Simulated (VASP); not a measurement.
# Pressure, band gap and energy of rocksalt PbS within about 6 % of its equilibrium volume, r2SCAN + rVV10

An infrared detector made of PbS has its cut-off wavelength set by the band gap, and any strain left by the substrate or the packaging moves that gap. I therefore need to know how strongly the gap responds to volume, and what pressure and energy go with a given change. Here the rocksalt cell is scaled evenly through seven volumes, which covers the uniform part of such a strain but not a change of shape. Volume changes are counted from the minimum of the Birch-Murnaghan fit, 26.28 Å³ per atom, and energies from the lowest row; positive pressure means compression. The gap is the smallest one on the 7×7×7 mesh, which misses the L point where the band edges of PbS lie, so I use that column for the direction of its changes and as a rough guide to their size, not for the gap itself.

## Computational details

A cell from a diffraction database, relaxed at this level and then scaled evenly, fractional positions kept. VASP 6.6.1, plane waves with PAW, r2SCAN + rVV10, cutoff 400 eV, k mesh 7×7×7, no spin polarisation, no spin-orbit coupling, static lattice. A Birch-Murnaghan fit to the energies has its minimum at 26.28 Å³ per atom.

Notes on method and selection:

- The pressure is that of a finite plane-wave basis, so it need not vanish exactly at the minimum of the energy.
- Only series whose fit has its minimum inside the range and an error under 0.5 meV per atom are shown.
- Where rows or columns differ in functional or spin-orbit coupling, non-spherical gradient terms in the PAW spheres (LASPH) may be on in some and off in others.
- Runs that did not converge, have known faults or may not be shown are not listed, and runs on Ansatz's PAW sets soft_1 and soft_2 are kept to separate tables.

Columns:

- volume change (%): volume relative to the fitted equilibrium volume.
- pressure (GPa): pressure from the stress tensor (positive: compressed).
- energy (meV/atom): energy per atom above the lowest point of the series.
- gap (eV): smallest gap on the k mesh.

Input lines of one member:

```
PREC = Accurate
ENCUT = 400
EDIFF = 1E-06
NELM = 100
ISMEAR = 0
SIGMA = 0.05
LREAL = .FALSE.
ALGO = Normal
METAGGA = R2SCAN
LUSE_VDW = .TRUE.
IVDW_NL = 2
BPARAM = 11.95
CPARAM = 0.0093
LASPH = .TRUE.
NBANDS = 16
```

Command (options for logging and memory left out): `mpirun -np 2 vasp_std`

## Data

| member | volume change (%) | pressure (GPa) | energy (meV/atom) | gap (eV) |
| --- | --- | --- | --- | --- |
| 24.67 Å³ | −6.12 | 4.25 | 20.57 | 0.999 |
| 25.20 Å³ | −4.12 | 2.69 | 8.98 | 1.037 |
| 25.72 Å³ | −2.12 | 1.28 | 2.27 | 1.077 |
| 26.25 Å³ | −0.12 | 0.01 | 0.00 | 1.117 |
| 26.77 Å³ | 1.87 | −1.14 | 1.65 | 1.156 |
| 27.30 Å³ | 3.87 | −2.17 | 6.88 | 1.193 |
| 27.82 Å³ | 5.87 | −3.10 | 15.35 | 1.229 |

Least-squares fits to the whole series, with x = volume change (%); R² and errors in the fitted variable (y, or ln y where the fit is in ln y):

| y | members | fit | R² | rms residual | leave-one-out rms | the same for the mean of the others |
| --- | --- | --- | --- | --- | --- | --- |
| pressure (GPa) | 7 | y = −0.06686 − 0.6073 x + 0.01573 x² | 1.00 | 0.010 | 0.027 | 2.9 |
| energy (meV/atom) | 7 | y = −0.06688 − 0.2411 x + 0.5002 x² | 1.00 | 0.39 | 1.0 | 8.3 |

## Why the values move as they do

From the smallest cell to the largest, the pressure falls from 4.25 to −3.10 GPa and the gap rises from 0.999 to 1.229 eV, both without a reversal between rows. The energy rises on either side of the 26.25 Å³ row.

Around equilibrium the pressure changes by (1.28 + 1.14) / (2.12 + 1.87) = 0.607 GPa per % of volume, which is a bulk modulus of 0.607 × 100 = 60.7 GPa. The same number accounts for the energy. For a harmonic solid the energy is ½BV₀(ΔV/V₀)², and with 1 GPa Å³ = 6.24 meV a change of 1 % costs 0.5 × 60.7 × 26.28 × 6.24 × 0.0001 = 0.50 meV per atom, as in the quadratic term of the energy fit.

The crystal stiffens as it is squeezed. Between the two smallest cells the slope is (4.25 − 2.69) / 2.00 = 0.78 GPa per %, and between the two largest it is (3.10 − 2.17) / 2.00 = 0.47 GPa per %. Short-range repulsion between the ions grows steeply as the Pb–S distance shrinks, while the attraction varies more gently.

The gap opens by (1.156 − 1.077) / (1.87 + 2.12) = 0.020 eV per % near equilibrium, and its steps from row to row stay between 0.036 and 0.040 eV. Many tetrahedral semiconductors with a direct gap at Γ behave the other way and open their gap under pressure. In the lead chalcogenides the accepted reason lies in the valence edge, an antibonding mixture of Pb 6s and S 3p. Shorter bonds strengthen that mixing and push the valence edge up faster than the conduction edge, which is mainly Pb 6p, so compression narrows the gap.

## Residuals

Largest departures from the fit to the whole series:

| member | pressure (GPa) | fit | computed − fit | in rms residuals |
| --- | --- | --- | --- | --- |
| 25.20 Å³ | 2.69 | 2.70 | −0.01 | 1.2 |
| 27.30 Å³ | −2.17 | −2.18 | +0.01 | 1.1 |
| 25.72 Å³ | 1.28 | 1.29 | −0.01 | 1.1 |
| 24.67 Å³ | 4.25 | 4.24 | +0.01 | 1.1 |

In pressure no row stands apart: the largest departures from the quadratic fit are about 0.01 GPa, one unit in the last printed digit.

The energy parabola misses by more, and in a regular way. At 24.67 Å³ it lies roughly 0.4 meV per atom below the computed energy, and at 27.82 Å³ roughly 0.4 meV per atom above it. The compressed side is steeper than a parabola allows and the stretched side is flatter. This is the same stiffening that bends the pressure curve, and a cubic term would take it up.

The pressure also vanishes slightly away from the energy minimum. Its fit gives −0.067 GPa at zero volume change, equivalent to a shift of 0.067 / 0.607 = 0.11 % in volume. A finite plane-wave basis produces an offset of this kind.

The gap column is displaced as a whole. A denser mesh that includes L gives a much smaller gap for the relaxed cell. The slope is probably affected too. In a two-band picture the gap at a distance q from L is E = √(E_L² + c²q²), where E_L is the gap at L and c the coupling strength, so with the term cq held fixed a change in E_L reaches E reduced by the factor E_L/E. I therefore expect the true edge to respond more strongly to volume than these rows do.

## Worked examples

**How far does 1 GPa of hydrostatic pressure move the gap?**
I take the rows at 26.25 and 25.72 Å³. The gap changes by 1.077 − 1.117 = −0.040 eV while the pressure rises by 1.28 − 0.01 = 1.27 GPa. The result is −0.040 / 1.27 = −0.031 eV per GPa on this mesh. Between the two smallest cells it is only (0.999 − 1.037) / (4.25 − 2.69) = −0.024 eV per GPa, chiefly because the stiffer crystal gives up less volume for each GPa.

**Which cell should I build to represent PbS at 2 GPa?**
The target lies between the rows at 1.28 and 2.69 GPa, at a fraction (2.00 − 1.28) / (2.69 − 1.28) = 0.51 of the way. The volume change is then −2.12 − 0.51 × 2.00 = −3.14 %, and the volume is 26.28 × (100 − 3.14) / 100 = 25.45 Å³ per atom. The quadratic pressure fit returns 2.00 GPa at that point, so linear interpolation is good enough here.

**If my lattice constant is 1 % too long, how much does that alter the gap?**
Volume goes as the cube of length, so a length error of 1 % is a volume error of about 3 %. With the slope near equilibrium, the gap on this mesh comes out 3 × (1.156 − 1.077) / (1.87 + 2.12) = 0.059 eV too large, and the error at the true edge is probably larger. For a narrow-gap detector material that matters, so the lattice constant should be settled before gaps from different functionals are compared.

## Summary

Between −6.12 and +5.87 % in volume, compression of rocksalt PbS raises the pressure ever more steeply and narrows the gap on this mesh almost linearly. A series is shown only if its energy fit is good, so the smoothness of this one says little about other materials.

Spin-orbit coupling is off. It would split the Pb 6p states, lower the conduction edge and reduce the gap. The functional itself probably errs the other way, since semilocal functionals usually give gaps that are too small. The lattice is static; thermal motion would add a positive pressure at fixed volume and so expand the free crystal, which by the trend found here widens the gap.

Real PbS leaves the rocksalt structure at a few GPa, so the most compressed rows may describe a metastable crystal.

[Logs are printed without paths, hosts, clocks, repeated set-up lines and the standing remarks that a program may print on its own settings, such as how far it seeks lower states.]
